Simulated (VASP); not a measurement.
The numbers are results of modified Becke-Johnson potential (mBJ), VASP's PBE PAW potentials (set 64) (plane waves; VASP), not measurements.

Input for VASP

INCAR:
```
SYSTEM = AlN
PREC = Accurate
ENCUT = 520
EDIFF = 1E-6
NELM = 200
ALGO = Normal
LREAL = .FALSE.
LASPH = .TRUE.
ISMEAR = 0
SIGMA = 0.05
METAGGA = MBJ
LMIXTAU = .TRUE.
LWAVE = .FALSE.
LCHARG = .FALSE.
ISIF = 0
```

File POSCAR:
```
AlN
1
    0.0000000000     2.2005493169     2.2005493169
    2.2005493169     0.0000000000     2.2005493169
    2.2005493169     2.2005493169     0.0000000000
Al N
1 1
Direct
  0.0000000000   0.0000000000   0.0000000000
  0.2500000000   0.2500000000   0.2500000000
```

KPOINTS:
```
Automatic mesh
0
Gamma
8 8 8
0 0 0
```

### KPOINTS_OPT
```
k-points along high-symmetry lines
11
Line-mode
Reciprocal
  0.000000   0.000000   0.000000 ! GAMMA
 -0.500000  -0.500000   0.000000 ! X

 -0.500000  -0.500000   0.000000 ! X
 -0.375000  -0.375000   0.250000 ! U

 -0.375000  -0.000000   0.375000 ! K
  0.000000   0.000000   0.000000 ! GAMMA

  0.000000   0.000000   0.000000 ! GAMMA
 -0.000000  -0.000000   0.500000 ! L

 -0.000000  -0.000000   0.500000 ! L
 -0.500000  -0.250000   0.250000 ! W

 -0.500000  -0.250000   0.250000 ! W
 -0.500000  -0.500000   0.000000 ! X
```

POTCAR, in this order: Al N (PBE.64 set). Program: vasp_std. Read from the step before: WAVECAR.

Output

File OSZICAR:
```
       N       E                     dE             d eps       ncg     rms          rms(c)
DAV:   1     0.214583808854E+02    0.21458E+02   -0.20157E+00   464   0.144E+01    0.165E+00
DAV:   2     0.213402397326E+02   -0.11814E+00   -0.14850E+00   464   0.135E+01    0.212E+00
DAV:   3     0.211602127914E+02   -0.18003E+00   -0.71425E-02   552   0.189E+00    0.248E+00
DAV:   4     0.214781281196E+02    0.31792E+00   -0.93754E-03   464   0.910E-01    0.175E+00
DAV:   5     0.222724035155E+02    0.79428E+00   -0.45323E-01   504   0.512E+00    0.487E-01
DAV:   6     0.222269207607E+02   -0.45483E-01   -0.49150E-02   472   0.244E+00    0.812E-01
DAV:   7     0.221746344492E+02   -0.52286E-01   -0.55603E-03   512   0.528E-01    0.874E-01
DAV:   8     0.222460491297E+02    0.71415E-01   -0.44812E-02   472   0.195E+00    0.690E-01
DAV:   9     0.222577934979E+02    0.11744E-01   -0.38487E-03   464   0.600E-01    0.599E-01
DAV:  10     0.222753733023E+02    0.17580E-01   -0.24843E-05   600   0.552E-02    0.553E-01
DAV:  11     0.223650971670E+02    0.89724E-01   -0.62748E-04   464   0.217E-01    0.271E-01
DAV:  12     0.224673859552E+02    0.10229E+00   -0.25131E-04   488   0.157E-01    0.290E-02
DAV:  13     0.224837500987E+02    0.16364E-01   -0.25568E-04   464   0.194E-01    0.512E-02
DAV:  14     0.224796689171E+02   -0.40812E-02   -0.62536E-05   464   0.840E-02    0.361E-02
DAV:  15     0.224745988000E+02   -0.50701E-02   -0.18127E-06   528   0.172E-02    0.166E-02
DAV:  16     0.224687169091E+02   -0.58819E-02   -0.52310E-06   464   0.229E-02    0.196E-03
DAV:  17     0.224685724151E+02   -0.14449E-03   -0.14935E-06   312   0.113E-02    0.104E-03
DAV:  18     0.224686637810E+02    0.91366E-04   -0.28797E-07   232   0.504E-03    0.634E-04
DAV:  19     0.224687361860E+02    0.72405E-04   -0.42265E-08   232   0.260E-03    0.468E-04
DAV:  20     0.224687263423E+02   -0.98437E-05   -0.15074E-08   232   0.115E-03    0.400E-04
DAV:  21     0.224687104942E+02   -0.15848E-04   -0.16086E-09   232   0.559E-04    0.475E-04
DAV:  22     0.224688061320E+02    0.95638E-04   -0.10612E-09   232   0.346E-04    0.192E-04
DAV:  23     0.224688501679E+02    0.44036E-04   -0.30485E-10   232   0.237E-04    0.856E-05
DAV:  24     0.224688786211E+02    0.28453E-04   -0.12145E-10   232   0.123E-04    0.896E-06
DAV:  25     0.224688753678E+02   -0.32533E-05   -0.56217E-11   232   0.841E-05    0.174E-05
DAV:  26     0.224688781729E+02    0.28051E-05   -0.10322E-11   232   0.327E-05    0.876E-06
DAV:  27     0.224688799820E+02    0.18091E-05   -0.41839E-12   232   0.211E-05    0.378E-06
DAV:  28     0.224688797740E+02   -0.20798E-06    0.54355E-13   232   0.112E-05
   1 F= 0.22468880E+02 E0= 0.22468880E+02  d E =-.255087E-20
       N       E                     dE             ncg
       N       E                     dE             ncg
       N       E                     dE             ncg
```

**OUTCAR**
```
------------------------ aborting loop because EDIFF is reached ----------------------------------------
  volume of cell :       21.31
      direct lattice vectors                 reciprocal lattice vectors
     0.000000000  2.200549317  2.200549317    -0.227215994  0.227215994  0.227215994
     2.200549317  0.000000000  2.200549317     0.227215994 -0.227215994  0.227215994
     2.200549317  2.200549317  0.000000000     0.227215994  0.227215994 -0.227215994
  FREE ENERGIE OF THE ION-ELECTRON SYSTEM (eV)
  ---------------------------------------------------
  free  energy   TOTEN  =        22.4688797740 eV

  energy  without entropy=       22.4688797740  energy(sigma->0) =       22.46887977

     CMBJ =    1.0000

     CMBJA=   -0.0120

     CMBJB=    1.0230

     CMBJE=    0.5000

    CMBJ =    1.2901
```
(Selected blocks of OUTCAR.)

**OUTCAR**
```
 val. band max:        5.7791459985   @ k =   0.0000   0.0000   0.0000

 cond. band min:      10.5724876665   @ k =   0.5000   0.5000   0.0000


 Fermi energy:         6.0902246355

 k-point     1 :       0.0000    0.0000    0.0000
  band No.  band energies     occupation
      1      -9.5315      2.00000
      2       5.7791      2.00000
      3       5.7791      2.00000
      4       5.7791      2.00000
      5      10.9049      0.00000
      6      19.2464      0.00000
      7      19.2464      0.00000
      8      19.2465      0.00000

 k-point     2 :       0.1250    0.0000    0.0000
  band No.  band energies     occupation
      1      -9.3319      2.00000
      2       4.7194      2.00000
      3       5.6989      2.00000
      4       5.6989      2.00000
      5      11.7954      0.00000
      6      18.7211      0.00000
      7      19.4622      0.00000
      8      19.4622      0.00000

 k-point     3 :       0.2500    0.0000    0.0000
  band No.  band energies     occupation
      1      -8.7933      2.00000
      2       2.7798      2.00000
      3       5.5181      2.00000
      4       5.5182      2.00000
      5      13.1611      0.00000
      6      17.8416      0.00000
      7      19.1880      0.00000
      8      19.1880      0.00000

 k-point     4 :       0.3750    0.0000    0.0000
  band No.  band energies     occupation
      1      -8.1400      2.00000
      2       1.1102      2.00000
      3       5.3522      2.00000
      4       5.3522      2.00000
      5      13.9323      0.00000
      6      17.2517      0.00000
      7      18.3910      0.00000
      8      18.3911      0.00000

 k-point     5 :       0.5000    0.0000    0.0000
  band No.  band energies     occupation
      1      -7.8173      2.00000
      2       0.4269      2.00000
      3       5.2873      2.00000
      4       5.2873      2.00000
      5      14.1263      0.00000
      6      17.0468      0.00000
      7      18.0590      0.00000
...
```

mBJ is a potential without an energy functional, so only the levels count.

The compound is AlN in the zinc blende structure, a metastable form; wurtzite is the usual one. It was relaxed first. The cell's shape comes from a PBE relaxation.
